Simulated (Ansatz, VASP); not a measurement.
## One calculation of Be2B3, two programs

INCAR

```
SYSTEM = Be2B3
ALGO = Fast ; EDIFF = 1E-6
EDIFFG = -0.04 ; ENCUT = 600
GGA = PE ; IBRION = 2
ISIF = 3 ; ISMEAR = 0
LASPH = .TRUE. ; LCHARG = .FALSE.
LREAL = .FALSE. ; LWAVE = .FALSE.
NELM = 80 ; NSW = 90
PREC = Accurate ; SIGMA = 0.1
```

Contents of KPOINTS:

```
k-points
0
G
  6 6 6
  0 0 0
```

File POSCAR:

```
Be2B3
1.0
    3.2902913100      0.0000000000      0.0000000000
   -1.6451456600      2.8494758600      0.0000000000
    0.0000000000      0.0000000000      3.3767583500
Be B
2 3
Direct
    0.0000000000      0.0000000000      0.2621064100
    0.0000000000      0.0000000000      0.7378935900
    0.5000000000      0.0000000000      0.5000000000
    0.0000000000      0.5000000000      0.5000000000
    0.5000000000      0.5000000000      0.5000000000
```

Input for Ansatz:

```yaml
crystal:
  lattice:
    - [3.29029131, 0.0, 0.0]
    - [-1.64514566, 2.84947586, 0.0]
    - [0.0, 0.0, 3.37675835]
  atoms:
    - { symbol: Be, position: [0.0, 0.0, 0.26210641] }
    - { symbol: Be, position: [0.0, 0.0, 0.73789359] }
    - { symbol: B, position: [0.5, 0.0, 0.5] }
    - { symbol: B, position: [0.0, 0.5, 0.5] }
    - { symbol: B, position: [0.5, 0.5, 0.5] }
basis:
  ecutwfc: 420
kpoints:
  mp_grid: { grid: [6, 6, 6] }
hamiltonian:
  xc: pbe
scf:
  occupations: { method: gaussian, width: 0.1 }
  lower_state_search: "off"
output:
  forces: true
  stress: true
  eigenvalues: true
relax:
  adjacent_minimum: "off"
  f_tol: 0.04
  max_steps: 70
  cell: { stress_tol: 0.4 }
```

Alike in both runs: task relaxation of cell and atoms; functional PBE; k mesh 6 × 6 × 6; occupations gaussian, width 0.1 eV; no spin polarisation.

|  | VASP | Ansatz |
| --- | --- | --- |
| version | VASP 6.6.1 | Ansatz 0.2.0 |
| potentials or method | VASP PAW PBE potentials, release 64 (Be, B) | scalar-relativistic, plane waves, PAW |
| plane-wave cutoff (eV) | 600 | 420 |
| valence electrons in the cell | 13 | 13 |

```csv
,VASP,Ansatz,Ansatz less VASP
"gap on the k mesh at the Fermi level, each at its own relaxed structure (eV)",none,none,-
relaxed volume (Å³/atom),9.12,9.12,-0.004
relaxed cell length with the largest relative difference (Å),4.468,4.479,+0.0110
energy change over the relaxation (meV/atom),-566,-564,+2.6
```

A gap of «none» marks a metal or a gap that the smearing closes.

Caveats: the k mesh is coarse (spacing up to 0.37 Å⁻¹), so the values aren't converged; the volume moved by over 15 % at a fixed basis, so the end points are rough.
